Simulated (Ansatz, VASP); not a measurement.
## Cross-check of Ti9Al44O84 (glassy 29TiO2-71Al2O3 (mol %)) between VASP and Ansatz

One calculation is typed for both programs; each brings its own data sets. How far apart do they land? The structure shown is the start of the Ansatz relaxation below; VASP solves that cell, so the two are compared at the walk's first step.

Program: Ansatz 0.2.0. Level of theory: plane waves, with VASP 6.6.1 beside it; single point at RPBE. Results are calculated unless marked as measured.

## (1) The starting structure

The cell holds 137 atoms: 9 Ti, 44 Al and 84 O. Cell: a = 11.468 Å, b = 11.468 Å, c = 11.468 Å, α = 90.0°, β = 90.0°, γ = 90.0°. As first built, before any earlier steps moved the atoms (in the runner's words): 137 atoms (9 Ti, 44 Al, 84 O) placed at random at 3.12 g/cm^3, melted at 4000 K for 10 ps at fixed volume with the Morse and Coulomb pair potential with partial charges (Pedone, Malavasi, Menziani, Cormack and Segre, J. Phys. Chem. B 110, 11780 (2006)). Quenched from 4000 K to 300 K at 100 K/ps and fixed volume, held 10 ps at zero pressure. The cell carries charge −1.

## (2) Ansatz: relaxation, RPBE

Ansatz runs on its PAW soft_1 files.

The two programs are compared at the cell with which this relaxation starts, whose forces are those of its first step.

input.yaml reads:

```yaml
crystal:
  lattice:
    - [11.46846, 0.0, 0.0]
    - [0.0, 11.46846, 0.0]
    - [0.0, 0.0, 11.46846]
  atoms:
    - { symbol: Ti, position: [0.40764, 0.88998, 0.32567] }
    - { symbol: Ti, position: [0.17833, 0.73801, 0.57733] }
    - { symbol: Ti, position: [0.13126, 0.5151, 0.15743] }
    - { symbol: Ti, position: [0.73821, 0.09315, 0.94537] }
    - { symbol: Ti, position: [0.78902, 0.2893, 0.18347] }
    - { symbol: Ti, position: [0.05118, 0.1549, 0.1062] }
    - { symbol: Ti, position: [0.40309, 0.60938, 0.42588] }
    - { symbol: Ti, position: [0.64251, 0.57761, 0.54731] }
    - { symbol: Ti, position: [0.82202, 0.96403, 0.57801] }
    - { symbol: Al, position: [0.92642, 0.48414, 0.0139] }
    - { symbol: Al, position: [0.2485, 0.31029, 0.24935] }
    - { symbol: Al, position: [0.60361, 0.05325, 0.15178] }
    - { symbol: Al, position: [0.49949, 0.70649, 0.70154] }
    - { symbol: Al, position: [0.21278, 0.06553, 0.8557] }
    - { symbol: Al, position: [0.90772, 0.0604, 0.32022] }
    - { symbol: Al, position: [0.54152, 0.63129, 0.09503] }
    - { symbol: Al, position: [0.52686, 0.2402, 0.3021] }
    - { symbol: Al, position: [0.74986, 0.77229, 0.72995] }
    - { symbol: Al, position: [0.3675, 0.84038, 0.84561] }
    - { symbol: Al, position: [0.1541, 0.94399, 0.24151] }
    - { symbol: Al, position: [0.29823, 0.35808, 0.49392] }
    - { symbol: Al, position: [0.19167, 0.42179, 0.93468] }
    - { symbol: Al, position: [0.61711, 0.85087, 0.98301] }
    - { symbol: Al, position: [0.76955, 0.73429, 0.1847] }
    - { symbol: Al, position: [0.91437, 0.92766, 0.09228] }
    - { symbol: Al, position: [0.08418, 0.12504, 0.66816] }
    - { symbol: Al, position: [0.87451, 0.55119, 0.28385] }
    - { symbol: Al, position: [0.66159, 0.12826, 0.4389] }
    - { symbol: Al, position: [0.68296, 0.56095, 0.8666] }
    - { symbol: Al, position: [0.52626, 0.37891, 0.88898] }
[... 101 atom lines left out ...]
    - { symbol: O, position: [0.45171, 0.05433, 0.63074] }
    - { symbol: O, position: [0.49544, 0.93433, 0.19894] }
    - { symbol: O, position: [0.80262, 0.40859, 0.30379] }
    - { symbol: O, position: [0.55578, 0.24424, 0.45359] }
    - { symbol: O, position: [0.60451, 0.44229, 0.61023] }
    - { symbol: O, position: [0.07423, 0.41609, 0.03197] }
total_charge: -1
kpoints:
  mp_grid: { grid: [1, 1, 1] }
hamiltonian:
  xc: rpbe
  pseudopotentials: { kind: paw, azcp: { folder: soft_1 } }
scf:
  occupations: { method: fermi_dirac, width: 0.01 }
  lower_state_search: "off"
output:
  forces: true
magnetization:
  spin_polarized: true
  initial_magnetization: 1
relax:
  f_tol: 0.05
  max_steps: 90
```

Started as:

```sh
> ansatz run input.yaml --threads 4 --pin off --max-ram 8192MiB --backend cpu --events-out ev --progress --plain --runs-dir out
```

Numbers of over 12 decimals in the logs are rounded to 6 here.

What it wrote:

```text
Engine: ansatz 0.2.0, x86_64-unknown-linux-gnu
Pseudopotentials: kind: paw
Pseudopotential: Ti, paw, valence charge 12, recommended cutoff 420 eV (normal), soft_1/Ti.paw.azcp
Pseudopotential: Al, paw, valence charge 3, recommended cutoff 420 eV (normal), soft_1/Al.paw.azcp
Pseudopotential: O, paw, valence charge 6, recommended cutoff 420 eV (normal), soft_1/O.paw.azcp
Functional definition: RPBE
  parameter kappa = 0.804
  parameter beta = 0.066725
  exchange = rpbe_x(kappa = kappa, mu = beta*pi^2/3)
  correlation = pbe_c(beta = beta)
Crystal: 137 atoms, lattice volume = 1508.396 Å³
Basis set: ecut = 420 eV, 29423 PW (Γ), exchange–correlation on 160×160×160 points (8 copies of the dense FFT grid, shifted against one another)
Bands: 510, of which v1, the nominal top of the filled ones, is band 373 counted from 1 (372 counted from 0)
Symmetry: 1 space group operations
Space group: P1 (ITA 1), of the structure as read, at distance tolerance 1.1e-4 Å
Magnetic group: BNS 1.1 (UNI 1), of the structure as read, at distance tolerance 1.1e-4 Å
k-points: 1
Non-local potential: Ti, projectors of the file, l = 0: 3, l = 1: 2, l = 2: 3, l = 3: 1
Non-local potential: Al, projectors of the file, l = 0: 2, l = 1: 2, l = 2: 1
Non-local potential: O, projectors of the file, l = 0: 2, l = 1: 2, l = 2: 1
PAW form: soft (Blöchl's): semilocal exchange-correlation on the pseudo side does not see the compensation charge
PAW frozen core: Ti, regenerated for the run's functional, and the local potential with it (the file was generated under x = pbe(κ = 0.804, μ = 0.219515), c = pbe(β = 0.066725))
PAW frozen core: Al, regenerated for the run's functional, and the local potential with it (the file was generated under x = pbe(κ = 0.804, μ = 0.219515), c = pbe(β = 0.066725))
PAW frozen core: O, regenerated for the run's functional, and the local potential with it (the file was generated under x = pbe(κ = 0.804, μ = 0.219515), c = pbe(β = 0.066725))
PAW one-centre angular grid: Ti, 590 points (default); XC on 64 Gauss nodes
PAW one-centre angular grid: Al, 110 points (default); XC on 64 Gauss nodes
PAW one-centre angular grid: O, 110 points (default); XC on 64 Gauss nodes
Initial density: superposition of atomic densities (chi_scale 0.1, normalization cell, long waves kept (reshape's long-wave potential 0.67 eV rms))
Starting moments: Σ|m| = 1 μB on 137 of 137 sites
Initial wavefunctions: pseudopotential atomic-orbital guess
Functional: x = rpbe, c = pbe(β = 0.066725)
SCF iter   1: F=—  HF=-94359.532522 eV  |F-HF|=—  |Δ(HF+E_count)|=         —  Δρ=5.85e-2 (↑5.85e-2 ↓5.66e-2)  dr2=2.75e2  dr2_m=4.85e-1  M=1.000 μB ∫|m|=1.051 μB  β_m=1.00  ethr=3.10e-3  ⟨swp⟩=6.0  Hψ=3804  notcnv=0  defer=206
preconditioner: auto → Resta (q_TF=auto, 2.426 Å⁻¹)  ε∞=4.1  [insulator: Δε(μ)=0.158 eV  Ē_g=14.082 eV  σ=0.010 eV  W_gap=1.00  n_scr=364 (ndim 8)  ℏωp=24.8 eV  f_vac=0.007  D(μ)=0.07/eV (n_scr^D=0)  ε∞_Penn≈4.1]
spin=Collinear: Resta preconditioning applied to the charge; magnetization (m = ρ↑ − ρ↓) channel mixes plain (no charge-response kernel on spin).
SCF iter   2: F=—  HF=-94312.525965 eV  |F-HF|=—  |Δ(HF+E_count)|=         —  Δρ=3.30e-2 (↑3.30e-2 ↓3.22e-2)  dr2=8.53e1  dr2_m=3.26e-1  M=0.035 μB ∫|m|=0.233 μB  β_m=0.30  ethr=3.10e-3  ⟨swp⟩=2.5  Hψ=2300  notcnv=0  defer=261
Mixer restart at iter 2: flushing history
preconditioner: auto → Kerker (q_TF=auto, 2.426 Å⁻¹)  [metal: Δε(μ)=0.001 eV  Ē_g=14.158 eV  σ=0.010 eV  W_gap=0.03  n_scr=364 (ndim 8)  ℏωp=24.8 eV  f_vac=0.008  D(μ)=49.94/eV (n_scr^D=364)]
spin=Collinear: Kerker preconditioning applied to the charge; magnetization (m = ρ↑ − ρ↓) channel mixes plain (no charge-response kernel on spin).
SCF iter   3: F=—  HF=-94302.305920 eV  |F-HF|=—  |Δ(HF+E_count)|=    1.02e1  Δρ=2.23e-2 (↑2.23e-2 ↓2.21e-2)  dr2=4.50e1  dr2_m=1.56e-1  M=0.067 μB ∫|m|=0.216 μB  β_m=0.30  ethr=3.10e-3  ⟨swp⟩=4.0  Hψ=1926  notcnv=0  defer=257
SCF iter   4: F=—  HF=-94297.282635 eV  |F-HF|=—  |Δ(HF+E_count)|=    5.02e0  Δρ=1.74e-2 (↑1.74e-2 ↓1.48e-2)  dr2=2.50e1  dr2_m=1.57e-1  M=1.000 μB ∫|m|=1.062 μB  β_m=0.30  ethr=3.10e-3  ⟨swp⟩=3.5  Hψ=2386  notcnv=0  defer=254
SCF iter   5: F=—  HF=-94295.460820 eV  |F-HF|=—  |Δ(HF+E_count)|=    1.82e0  Δρ=1.53e-2 (↑1.53e-2 ↓1.16e-2)  dr2=1.68e1  dr2_m=2.09e-1  M=0.281 μB ∫|m|=0.475 μB  β_m=0.30  ethr=3.10e-3  ⟨swp⟩=3.0  Hψ=2146  notcnv=0  defer=259
SCF iter   6: F=—  HF=-94294.702861 eV  |F-HF|=—  |Δ(HF+E_count)|=   7.58e-1  Δρ=1.07e-2 (↑1.07e-2 ↓7.80e-3)  dr2=8.60e0  dr2_m=1.30e-1  M=0.996 μB ∫|m|=1.088 μB  β_m=0.30  ethr=2.26e-3  ⟨swp⟩=3.0  Hψ=1960  notcnv=0  defer=260
SCF iter   7: F=—  HF=-94294.748934 eV  |F-HF|=—  |Δ(HF+E_count)|=   4.61e-2  Δρ=9.90e-3 (↑9.90e-3 ↓5.84e-3)  dr2=6.87e0  dr2_m=1.54e-1  M=0.173 μB ∫|m|=0.353 μB  β_m=0.30  ethr=1.15e-3  ⟨swp⟩=4.0  Hψ=2117  notcnv=0  defer=255
[...]
- { symbol: Al, position: [0.944819, 0.549999, 0.790299] }
    - { symbol: Al, position: [0.304560, 0.997212, 0.630257] }
    - { symbol: Al, position: [0.091495, 0.395266, 0.666315] }
    - { symbol: Al, position: [0.527804, 0.119058, 0.749880] }
    - { symbol: Al, position: [0.057144, 0.395457, 0.416293] }
    - { symbol: Al, position: [0.955961, 0.942093, 0.835365] }
    - { symbol: Al, position: [0.891116, 0.218959, 0.532299] }
    - { symbol: Al, position: [0.651514, 0.482211, 0.276412] }
    - { symbol: Al, position: [0.528118, 0.319042, 0.585900] }
    - { symbol: Al, position: [0.131273, 0.706006, 0.880612] }
    - { symbol: Al, position: [0.558621, 0.926068, 0.589515] }
    - { symbol: Al, position: [0.386312, 0.580867, 0.911478] }
    - { symbol: Al, position: [0.966492, 0.803890, 0.380327] }
    - { symbol: Al, position: [0.952229, 0.263097, 0.848691] }
    - { symbol: Al, position: [0.183235, 0.107221, 0.410267] }
    - { symbol: Al, position: [0.390574, 0.975707, 0.073783] }
    - { symbol: Al, position: [0.438776, 0.402341, 0.151809] }
    - { symbol: Al, position: [0.735161, 0.304865, 0.732778] }
    - { symbol: Al, position: [0.941813, 0.601883, 0.536676] }
    - { symbol: Al, position: [0.274341, 0.747369, 0.085205] }
    - { symbol: Al, position: [0.390240, 0.204069, 0.992591] }
    - { symbol: Al, position: [0.317379, 0.308474, 0.777913] }
    - { symbol: Al, position: [0.876648, 0.718601, 0.931981] }
    - { symbol: O, position: [0.618269, 0.336089, 0.230912] }
    - { symbol: O, position: [0.858134, 0.670156, 0.766474] }
    - { symbol: O, position: [0.394523, 0.726913, 0.316288] }
    - { symbol: O, position: [0.281522, 0.887900, 0.152723] }
    - { symbol: O, position: [0.498445, 0.910212, 0.446859] }
    - { symbol: O, position: [0.377420, 0.320645, 0.621104] }
    - { symbol: O, position: [0.607633, 0.232136, 0.684235] }
    - { symbol: O, position: [0.239116, 0.800843, 0.941939] }
    - { symbol: O, position: [0.717913, 0.788463, 0.887396] }
    - { symbol: O, position: [0.920948, 0.185692, 0.204614] }
    - { symbol: O, position: [0.150425, 0.705259, 0.725809] }
    - { symbol: O, position: [0.892760, 0.929653, 0.435154] }
    - { symbol: O, position: [0.514226, 0.525040, 0.198968] }
    - { symbol: O, position: [0.010575, 0.606934, 0.919996] }
    - { symbol: O, position: [0.680721, 0.967831, 0.051682] }
    - { symbol: O, position: [0.014055, 0.257949, 0.455072] }
    - { symbol: O, position: [0.293365, 0.069335, 0.984116] }
    - { symbol: O, position: [0.858912, 0.712477, 0.315400] }
    - { symbol: O, position: [0.037785, 0.196368, 0.955964] }
    - { symbol: O, position: [0.809601, 0.151991, 0.410883] }
    - { symbol: O, position: [0.809382, 0.206489, 0.833472] }
    - { symbol: O, position: [0.604536, 0.105710, 0.299147] }
    - { symbol: O, position: [0.272108, 0.860861, 0.561748] }
    - { symbol: O, position: [0.871665, 0.779814, 0.077711] }
[...]
- { symbol: O, position: [0.670134, 0.407820, 0.833046] }
    - { symbol: O, position: [0.801745, 0.578495, 0.963985] }
    - { symbol: O, position: [0.450318, 0.055043, 0.630683] }
    - { symbol: O, position: [0.494538, 0.935203, 0.199465] }
    - { symbol: O, position: [0.801146, 0.410297, 0.305280] }
    - { symbol: O, position: [0.555861, 0.244520, 0.455012] }
    - { symbol: O, position: [0.605612, 0.445321, 0.605432] }
    - { symbol: O, position: [0.075969, 0.416293, 0.031420] }
```

The column dr2 measures how far the density is from self-consistency, as an energy; F and HF (Harris–Foulkes) agree once it is small.

## (3) VASP: single point, RPBE, start cell

The same cell, functional, mesh and smearing now go to VASP, with its own data sets.

Lines of VASP's logs that name or quote its potential files are left out, and so is its time.

INCAR reads:

```
SYSTEM = Ti9Al44O84
PREC = Accurate
ENCUT = 520
EDIFF = 1E-06
NELM = 200
ISMEAR = -1
SIGMA = 0.01
LREAL = Auto
ALGO = Normal
GGA = RP
NELECT = 745
NBANDS = 468
ISPIN = 2
MAGMOM = 0 0 0 0.22 0.02 0 0 0 0.4 0 0 0 0 0 0 0 0 0 0 0 0 0 0 0 0 0 -0 0 0 0 -0 0 0 -0 -0 0 0 0 0 -0 0 0 -0 0 0 0 0 0 -0 -0 0 0 0 -0 -0 -0 0 0 0 -0 -0 -0 -0 -0 -0.01 -0 -0 -0 -0 0 -0 0 0 0 0 -0 0 -0 0 -0 -0 -0 0 -0 -0 -0 0 -0 -0 -0 -0 0 0 -0 -0 -0 0 -0 -0 0 0 -0 -0 0 -0 0 0 0 0 -0 -0 -0.01 -0 -0 -0 -0 -0 -0 0 0 -0 0 -0 -0.01 0 -0 0 0 -0 0 0 -0 -0 -0 -0 -0 -0
LASPH = .TRUE.
LMAXMIX = 4
LORBIT = 11
LWAVE = .FALSE.
LCHARG = .FALSE.
ISIF = 2
GGA_COMPAT = .FALSE.
```

POSCAR reads:

```
Ti9Al44O84
1.0
   11.4684600000      0.0000000000      0.0000000000
    0.0000000000     11.4684600000      0.0000000000
    0.0000000000      0.0000000000     11.4684600000
Ti Al O
9 44 84
Direct
    0.4076397354      0.8899799973      0.3256670904
    0.1783325747      0.7380066722      0.5773312197
    0.1312643546      0.5150996734      0.1574317738
    0.7382072222      0.0931511293      0.9453666839
    0.7890161364      0.2892977784      0.1834683994
    0.0511838555      0.1549030995      0.1062043204
    0.4030881217      0.6093756267      0.4258810686
    0.6425099795      0.5776102458      0.5473097521
    0.8220196958      0.9640265563      0.5780113459
    0.9264190659      0.4841364926      0.0138989891
    0.2484989266      0.3102857751      0.2493534441
    0.6036119932      0.0532503928      0.1517814946
    0.4994916493      0.7064941588      0.7015414450
    0.2127835821      0.0655275425      0.8557033813
    0.9077243152      0.0604004374      0.3202173614
    0.5415199600      0.6312878974      0.0950258361
    0.5268623686      0.2401978993      0.3020981021
    0.7498565631      0.7722920078      0.7299497927
    0.3675035707      0.8403831029      0.8456061232
    0.1541008993      0.9439889924      0.2415058343
    0.2982266146      0.3580777192      0.4939198463
    0.1916735115      0.4217915919      0.9346764954
    0.6171098822      0.8508727414      0.9830090527
    0.7695540639      0.7342921369      0.1846978583
    0.9143686249      0.9276572443      0.0922791726
    0.0841786953      0.1250385841      0.6681629443
    0.8745114863      0.5511899592      0.2838480493
    0.6615883911      0.1282561041      0.4388993814
    0.6829600487      0.5609471542      0.8666028394
    0.5262607185      0.3789087637      0.8889772472
[... 101 atom lines left out ...]
    0.4517084247      0.0543316191      0.6307385647
    0.4954370508      0.9343277127      0.1989369104
    0.8026186602      0.4085901682      0.3037896980
    0.5557764512      0.2442437782      0.4535918510
    0.6045101086      0.4422912928      0.6102301442
    0.0742296699      0.4160889954      0.0319659309
```

KPOINTS reads:

```
Automatic mesh
0
Gamma
1 1 1
0 0 0
```

PAW data sets: Ti_sv, Al and O (PBE family, release 64).

Started as:

```sh
> export OMP_NUM_THREADS=4
> mpirun -np 1 vasp_gam
```

What it wrote:

```text
[banner, memory and clock lines left out]
running    1 mpi-ranks, on    1 nodes
[...]
Offloading initialized ...    1 GPUs detected
[...]
|                                                                             |
|               ----> ADVICE to this user running VASP <----                  |
|                                                                             |
|     You enforced a specific xc type in the INCAR file but a different       |
|     [... a line on the potential file left out ...]
|     I HOPE YOU KNOW WHAT YOU ARE DOING!                                     |
|                                                                             |

 LDA part: xc-table for (Slater+PW92), standard interpolation
 POSCAR, INCAR and KPOINTS ok, starting setup
[...]
entering main loop
       N       E                     dE             d eps       ncg     rms          rms(c)
DAV:   1     0.927663606632E+04    0.92766E+04   -0.42593E+05  1880   0.169E+03
DAV:   2     0.192475902561E+03   -0.90842E+04   -0.85586E+04  2184   0.457E+02
DAV:   3    -0.108844939364E+04   -0.12809E+04   -0.12598E+04  2128   0.186E+02
DAV:   4    -0.117268904981E+04   -0.84240E+02   -0.83873E+02  2656   0.481E+01
DAV:   5    -0.117874790998E+04   -0.60589E+01   -0.60541E+01  2928   0.990E+00BRMIX: very serious problems
 the old and the new charge density differ
 old charge density:   744.00000 new  745.00000
    0.975E+01
DAV:   6    -0.980549063331E+03    0.19820E+03   -0.85690E+02  2784   0.636E+01    0.360E+01
DAV:   7    -0.988489832025E+03   -0.79408E+01   -0.18704E+02  2728   0.296E+01    0.298E+01
DAV:   8    -0.985450273758E+03    0.30396E+01   -0.19077E+01  2760   0.968E+00    0.187E+01
DAV:   9    -0.986785791941E+03   -0.13355E+01   -0.25662E+01  2792   0.937E+00    0.144E+01
[...]
DAV:  75    -0.985656135020E+03   -0.61287E-05   -0.42016E-05  1448   0.521E-03    0.545E-02
DAV:  76    -0.985656133397E+03    0.16229E-05   -0.10663E-05  1408   0.511E-03    0.231E-02
DAV:  77    -0.985656133151E+03    0.24604E-06   -0.96373E-07  1008   0.128E-03
   1 F= -.98565613E+03 E0= -.98564675E+03  d E =-.187655E-01  mag=     0.2710
```

From OUTCAR (step 3):

```text
  Total       99.7399411    124.4861578    112.8202147      6.5123849      6.1511094     -7.0460789
  in kB      105.9410755    132.2258394    119.8345893      6.9172796      6.5335425     -7.4841550
  external PRESSURE =     119.3338347 kB  Pullay stress =       0.0000000 kB

 magnetization (x)
# of ion       s       p       d       tot
------------------------------------------
    1        0.000   0.000   0.015   0.015
    2        0.001   0.001   0.055   0.057
    3       -0.000  -0.000  -0.004  -0.005
    4        0.002   0.002   0.214   0.218
    5        0.001   0.001   0.082   0.084
    6        0.000   0.000   0.027   0.028
    7        0.001   0.001   0.154   0.157
    8        0.000   0.000   0.008   0.008
    9       -0.003  -0.002  -0.284  -0.290
   10       -0.000  -0.000   0.000  -0.000
   11       -0.000  -0.000   0.000  -0.000
   12        0.001   0.000   0.000   0.001
   13        0.000   0.000   0.000   0.000
[...]
--------------------------------------------------
tot          0.000  -0.032   0.266   0.235

[... 3 further parts left out ...]
[key lines of the parts left out:]
E-fermi :   7.2955
```

The magnetic state follows from one typed start and may not be the lowest. The cell is charged against a uniform background.

The run ends at a pressure of 11.93 GPa, with forces up to 0.97 eV/Å.

## (4) Differences

Known differences besides the potentials themselves: VASP starts from the moments at which Ansatz ended; the cutoff is 420 eV in Ansatz and 520 eV in VASP (PREC = Accurate, projectors in real space); Ansatz makes its cores anew for this functional, VASP keeps those of its PBE data sets. Total energies have different zeros and are not compared.

Forces on 10 of the 137 atoms, those with the largest forces and the largest differences (eV/Å; atoms numbered as in POSCAR):

| atom | Ansatz x, y, z | VASP x, y, z |
| --- | --- | --- |
| Ti5 | -0.195, -0.354, -0.137 | -0.261, -0.450, -0.064 |
| O65 | 0.370, -0.108, -0.672 | 0.419, -0.141, -0.752 |
| O74 | 0.238, 0.418, -0.360 | 0.272, 0.466, -0.396 |
| O84 | 0.121, 0.173, -0.196 | 0.203, 0.287, -0.313 |
| O95 | 0.149, -0.210, 0.655 | 0.174, -0.229, 0.734 |
| O96 | 0.158, 0.041, 0.059 | 0.258, 0.115, 0.123 |
| O98 | 0.454, -0.254, 0.115 | 0.509, -0.303, 0.116 |
| O106 | 0.600, 0.661, 0.059 | 0.644, 0.725, 0.061 |
| O119 | -0.665, 0.279, -0.165 | -0.732, 0.294, -0.190 |
| O124 | -0.449, -0.058, -0.342 | -0.529, -0.066, -0.405 |

The forces differ by 29 meV/Å r.m.s., which is 17.7 % of the r.m.s. force of 0.165 eV/Å (both taken over all components). VASP's last cycles still show a density residual of 2e-03, so its state may not be settled. Moments aren't recorded for both runs of this pair, so they may hold unlike magnetic states. The cell carries a charge of -1 e against a uniform background, so its pressure also hangs on how the neutralising background is counted, and in a defect's cell a gap may be the spacing between its levels.

## (5) Results

```json
{
  "r.m.s. force difference (single point, RPBE, start cell)": "29 meV/Å"
}
```

What this shows: The r.m.s. force difference is 29 meV/Å (single point, RPBE, start cell), beyond the 12 meV/Å picked in this series as the mark of a large difference. What causes the difference of the single point, RPBE, start cell pair stays open here. 1 further run of this series is not shown here. How closely two codes agree says nothing of how well the functional describes the real material.

[Lines on the potential files, build, host, timing and source positions are cut from VASP's logs without a mark.]

[Logs are printed without paths, hosts, clocks, repeated set-up lines and the standing remarks that a program may print on its own settings, such as how far it seeks lower states.]

[Hosts, paths, dates, database ids (printed as entryN), source tags and the programs' standing remarks are cut or masked in the printed files.]
